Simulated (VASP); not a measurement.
Output of a VASP run:

OUTCAR:
```
 ion  position               nearest neighbor table
   1  0.000  0.000  0.337-   7 2.22   7 2.22   8 2.29   8 2.29
   2  0.500  0.500  0.399-   8 2.24   8 2.24   7 2.29   7 2.29  10 2.32  10 2.32
   3  0.000  0.000  0.467-   9 2.28   9 2.28  10 2.29  10 2.29   7 2.31   7 2.31
   4  0.500  0.500  0.533-  10 2.28  10 2.28   9 2.29   9 2.29  12 2.31  12 2.31
   5  0.000  0.000  0.601-  11 2.24  11 2.24  12 2.29  12 2.29   9 2.32   9 2.32
   6  0.500  0.500  0.663-  12 2.22  12 2.22  11 2.29  11 2.29
   7  0.500  0.000  0.400-   1 2.22   1 2.22   2 2.29   2 2.29   3 2.31   3 2.31
   8  0.000  0.500  0.336-   2 2.24   2 2.24   1 2.29   1 2.29
   9  0.500  0.000  0.533-   3 2.28   3 2.28   4 2.29   4 2.29   5 2.32   5 2.32
  10  0.000  0.500  0.467-   4 2.28   4 2.28   3 2.29   3 2.29   2 2.32   2 2.32
  11  0.500  0.000  0.664-   5 2.24   5 2.24   6 2.29   6 2.29
  12  0.000  0.500  0.600-   6 2.22   6 2.22   5 2.29   5 2.29   4 2.31   4 2.31
  LATTYP: Found a simple orthorhombic cell.
 ALAT       =     3.2340571546
 B/A-ratio  =     1.4142137338
 C/A-ratio  =     7.5816862682
 Subroutine PRICEL returns:
 Original cell was already a primitive cell.
 Subroutine GETGRP returns: Found  8 space group operations
The static configuration has the point symmetry C_2v.
 The point group associated with its full space group is D_2h.
The dynamic configuration has the point symmetry C_2v.
 Subroutine INISYM returns: Found  8 space group operations
 Subroutine IBZKPT returns following result:
 Found     12 irreducible k-points:

 Following reciprocal coordinates:
            Coordinates               Weight
  0.000000  0.000000  0.000000      1.000000
  0.166667  0.000000  0.000000      2.000000
  0.333333  0.000000  0.000000      2.000000
  0.500000  0.000000  0.000000      1.000000
  0.000000  0.200000  0.000000      2.000000
  0.166667  0.200000  0.000000      4.000000
  0.333333  0.200000  0.000000      4.000000
  0.500000  0.200000  0.000000      2.000000
  0.000000  0.400000  0.000000      2.000000
  0.166667  0.400000  0.000000      4.000000
  0.333333  0.400000  0.000000      4.000000
  0.500000  0.400000  0.000000      2.000000
   k-points           NKPTS =     12   k-points in BZ     NKDIM =     12   number of bands    NBANDS=     50
   number of dos      NEDOS =    301   number of ions     NIONS =     12
   total plane-waves  NPLWV =  55296
   dimension x,y,z NGX =    18 NGY =   24 NGZ =  128
   dimension x,y,z NGXF=    36 NGYF=   48 NGZF=  256
   ions per type =               6   6
   PREC   = normal    normal or accurate (medium, high low for compatibility)
   ISTART =      1    job   : 0-new  1-cont  2-samecut
   ICHARG =      0    charge: 1-file 2-atom 10-const
   ISPIN  =      1    spin polarized calculation?
   LNONCOLLINEAR =      F non collinear calculations
   LSORBIT =      F    spin-orbit coupling
   INIWAV =      1    electr: 0-lowe 1-rand  2-diag
   ENCUT  =  450.0 eV  33.07 Ry    5.75 a.u.   5.59  7.91 42.41*2*pi/ulx,y,z
   NELM   =    100;   NELMIN=  4; NELMDL=  0     # of ELM steps
   EDIFF  = 0.1E-05   stopping-criterion for ELM
   LREAL  =      F    real-space projection
   NLSPLINE    = F    spline interpolate recip. space projectors
   LMAXMIX     =    2 max onsite mixed and CHGCAR
   VOSKOWN=      0    Vosko Wilk Nusair interpolation
   EDIFFG = 0.1E-04   stopping-criterion for IOM
   NSW    =      0    number of steps for IOM
   NBLOCK =      1;   KBLOCK =      1    inner block; outer block
   IBRION =     -1    ionic relax: 0-MD 1-quasi-New 2-CG
   NFREE  =      0    steps in history (QN), initial steepest desc. (CG)
   ISIF   =      2    stress and relaxation
   ISYM   =      2    0-nonsym 1-usesym 2-fastsym
   TEIN   =    0.0    initial temperature
   TEBEG  =    0.0;   TEEND  =   0.0 temperature during run
   SMASS  =  -3.00    Nose mass-parameter (am)
   PSTRESS=    0.0 pullay stress
   NELECT =      84.0000    total number of electrons
   EFERMI =   0.00;   METHOD = LEGACY
   ISMEAR =     0;   SIGMA  =   0.05  broadening in eV -4-tet -1-fermi 0-gaus
   IALGO  =     38    algorithm
   LDIAG  =      T    sub-space diagonalisation (order eigenvalues)
   IMIX   =      4    mixing-type and parameters
     AMIX     =   0.40;   BMIX     =  1.00
     AMIX_MAG =   1.60;   BMIX_MAG =  1.00
...
```

**OSZICAR**
```
       N       E                     dE             d eps       ncg     rms          rms(c)
DAV:   1    -0.742641785502E+02   -0.74264E+02   -0.60443E-06   926   0.212E-02    0.979E-04
DAV:   2    -0.742641574552E+02    0.21095E-04   -0.13409E-06   820   0.113E-02    0.297E-04
DAV:   3    -0.742641457098E+02    0.11745E-04   -0.25180E-06   798   0.872E-03    0.256E-04
DAV:   4    -0.742641641457E+02   -0.18436E-04   -0.42585E-07   768   0.541E-03    0.155E-04
DAV:   5    -0.742641588926E+02    0.52531E-05   -0.49520E-07   776   0.492E-03    0.131E-04
DAV:   6    -0.742641638902E+02   -0.49976E-05   -0.86606E-07   788   0.607E-03    0.726E-05
DAV:   7    -0.742641546653E+02    0.92250E-05   -0.15968E-06   792   0.687E-03    0.142E-04
DAV:   8    -0.742641726847E+02   -0.18019E-04   -0.72665E-08   724   0.240E-03    0.107E-04
DAV:   9    -0.742641505460E+02    0.22139E-04   -0.69872E-08   730   0.259E-03    0.162E-04
DAV:  10    -0.742641225294E+02    0.28017E-04   -0.19366E-07   732   0.258E-03    0.189E-04
DAV:  11    -0.742641223469E+02    0.18250E-06   -0.18060E-07   730   0.259E-03
   1 F= -.74264122E+02 E0= -.74264122E+02  d E =-.227312E-14
```

OUTCAR:
```
------------------------ aborting loop because EDIFF is reached ----------------------------------------
  FORCE on cell =-STRESS in cart. coord.  units (eV):
  Direction    XX          YY          ZZ          XY          YZ          ZX
  --------------------------------------------------------------------------------------
  Total        0.5805922     -5.2403594     -1.9048245      0.0000000      0.0000000      0.0000000
  in kB        2.5648258    -23.1498257     -8.4147576      0.0000000      0.0000000      0.0000000
  external PRESSURE =      -9.6665858 kB  Pullay stress =       0.0000000 kB
  volume of cell :      362.68
      direct lattice vectors                 reciprocal lattice vectors
     3.234057155  0.000000000  0.000000000     0.309209130  0.000000000  0.000000000
     0.000000000  4.573648044  0.000000000     0.000000000  0.218643846  0.000000000
     0.000000000  0.000000000 24.519606720     0.000000000  0.000000000  0.040783688
 POSITION                                       TOTAL-FORCE (eV/Angst)
 -----------------------------------------------------------------------------------
      0.00000      0.00000      8.27150         0.000000      0.000000      0.005819
      1.61703      2.28682      9.78982         0.000000      0.000000      0.002152
      0.00000      0.00000     11.45138         0.000000      0.000000      0.002574
      1.61703      2.28682     13.06823         0.000000      0.000000     -0.002574
      0.00000      0.00000     14.72978         0.000000      0.000000     -0.002152
      1.61703      2.28682     16.24811         0.000000      0.000000     -0.005819
      1.61703      0.00000      9.79608         0.000000      0.000000      0.002152
      0.00000      2.28682      8.24288         0.000000      0.000000      0.022930
      1.61703      0.00000     13.06090         0.000000      0.000000      0.022999
      0.00000      2.28682     11.45870         0.000000      0.000000     -0.022999
      1.61703      0.00000     16.27673         0.000000      0.000000     -0.022930
      0.00000      2.28682     14.72353         0.000000      0.000000     -0.002152
 -----------------------------------------------------------------------------------
    total drift:                                0.000000      0.000000      0.000000
  FREE ENERGIE OF THE ION-ELECTRON SYSTEM (eV)
  ---------------------------------------------------
  free  energy   TOTEN  =       -74.2641223469 eV

  energy  without entropy=      -74.2641223469  energy(sigma->0) =      -74.26412235

 total charge

# of ion       s       p       d       tot
------------------------------------------
    1        0.041   5.989   0.000   6.029
    2        0.048   5.999   0.000   6.047
    3        0.046   5.996   0.000   6.042
    4        0.046   5.996   0.000   6.042
    5        0.048   5.999   0.000   6.047
    6        0.041   5.989   0.000   6.029
    7        1.746   4.418   0.000   6.164
    8        1.745   4.394   0.000   6.139
    9        1.745   4.412   0.000   6.158
   10        1.745   4.412   0.000   6.158
   11        1.745   4.394   0.000   6.139
   12        1.746   4.418   0.000   6.164
--------------------------------------------------
tot         10.742  62.416   0.000  73.158
```
(Selected blocks of OUTCAR.)

### POSCAR
```
NaF(110) slab
1
    3.2340571546     0.0000000000     0.0000000000
    0.0000000000     4.5736480440     0.0000000000
    0.0000000000     0.0000000000    24.5196067197
Na F
6 6
Direct
  0.0000000000   0.0000000000   0.3373423422
  0.5000000000   0.5000000000   0.3992651222
  0.0000000000   0.0000000000   0.4670293477
  0.5000000000   0.5000000000   0.5329706523
  0.0000000000   0.0000000000   0.6007348778
  0.5000000000   0.5000000000   0.6626576578
  0.5000000000   0.0000000000   0.3995203214
  0.0000000000   0.5000000000   0.3361751135
  0.5000000000   0.0000000000   0.5326718622
  0.0000000000   0.5000000000   0.4673281378
  0.5000000000   0.0000000000   0.6638248865
  0.0000000000   0.5000000000   0.6004796786
```

Task: Reconstruct the remaining input files.

Result: Several could match; the one computed here: the input of the run itself, r2SCAN meta-GGA, plane waves, VASP's PBE PAW potentials (set 64).

**KPOINTS**
```
Automatic mesh
0
Gamma
6 5 1
0 0 0
```

### INCAR
```
ALGO = Normal
DIPOL = 0.5 0.5 0.5
EDIFF = 1E-6
ENCUT = 450
IDIPOL = 3
ISMEAR = 0
LASPH = .TRUE.
LCHARG = .FALSE.
LDIPOL = .TRUE.
LMIXTAU = .TRUE.
LORBIT = 11
LREAL = .FALSE.
LVHAR = .TRUE.
LWAVE = .FALSE.
METAGGA = R2SCAN
NELM = 100
NELMIN = 4
PREC = Normal
SIGMA = 0.05
SYSTEM = NaF(110) slab
```

POTCAR, in this order: Na_pv F (PBE.64 set). Program: vasp_std. Read from the step before: WAVECAR.

At this cut-off the stress carries a Pulay error, which pulls relaxed volumes low.

The cell is a thin slab with vacuum, built from NaF (rock salt): (110) face.
